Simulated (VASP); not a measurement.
Data:

```
CELL_PARAMETERS angstrom
      0.00000     2.06505     2.06505
      2.06505     0.00000     2.06505
      2.06505     2.06505     0.00000
ATOMIC_POSITIONS crystal
  Mg 0.00000 0.00000 0.00000
  O  0.50000 0.50000 0.50000
```

All values below come from AM05 GGA, VASP's PBE PAW potentials (set 64) (plane waves; VASP). Numerical set-up: 520 eV cut-off, 11×11×11 Γ-centred mesh, Gaussian smearing of 0.050 eV, potentials Mg O.

Give the stress tensor in GPa (positive for a compressed cell).

```
11.09   0.00   0.00
 0.00  11.09   0.00
 0.00   0.00  11.09
```
The pressure is its mean diagonal, 11.09 GPa.

The compound is MgO in the rock salt structure. This cell is one point of a volume scan, at 0.94 of the reference volume.
